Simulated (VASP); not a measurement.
Level of theory: LDA (Ceperley-Alder, Perdew-Zunger), VASP's LDA PAW potentials (set 64) (plane waves; VASP).

VASP input:

INCAR:
```
! general
SYSTEM   =  Ti
PREC     =  Accurate
ENCUT    =  400   ! plane-wave cut-off (eV)
LREAL    =  .False.   ! projection in real space or not
LASPH    =  .True.   ! aspherical one-centre terms

! electronic loop
EDIFF    =  1E-6   ! SCF stop (eV)
NELM     =  100   ! most electronic steps
ALGO     =  Normal
LMAXMIX  =  4

! smearing
ISMEAR   =  1   ! Methfessel-Paxton
SIGMA    =  0.1   ! width (eV)

! ions
IBRION   =  2
NSW      =  60
ISIF     =  3   ! ions, shape and volume
EDIFFG   =  -0.01   ! ionic stop

! output
LWAVE    =  .False.
LCHARG   =  .False.
```

KPOINTS:
```
Automatic mesh
0
Gamma
14 14 14
0 0 0
```

File POSCAR:
```
Ti
1
   -1.6258200000     1.6258200000     1.6258200000
    1.6258200000    -1.6258200000     1.6258200000
    1.6258200000     1.6258200000    -1.6258200000
Ti
1
Direct
  0.0000000000   0.0000000000   0.0000000000
```

POTCAR, in this order: Ti_sv (LDA.64 set). Program: vasp_std.

What will the output report for the number of irreducible k-points (NKPTS), number of bands (NBANDS), largest plane-wave count, number of space-group operations, FFT grid (NGX, NGY, NGZ)?

| Item | Result |
|---|---|
| number of irreducible k-points (NKPTS) | 104 |
| number of bands (NBANDS) | 10 |
| largest plane-wave count | 325 |
| number of space-group operations | 48 |
| FFT grid (NGX, NGY, NGZ) | 18 × 18 × 18 |

The structure comes from a computed database's Ti entry (Im-3m); how it stands against other phases isn't given here. This run relaxes it. Symmetry was kept, so distortions that lower it aren't found.
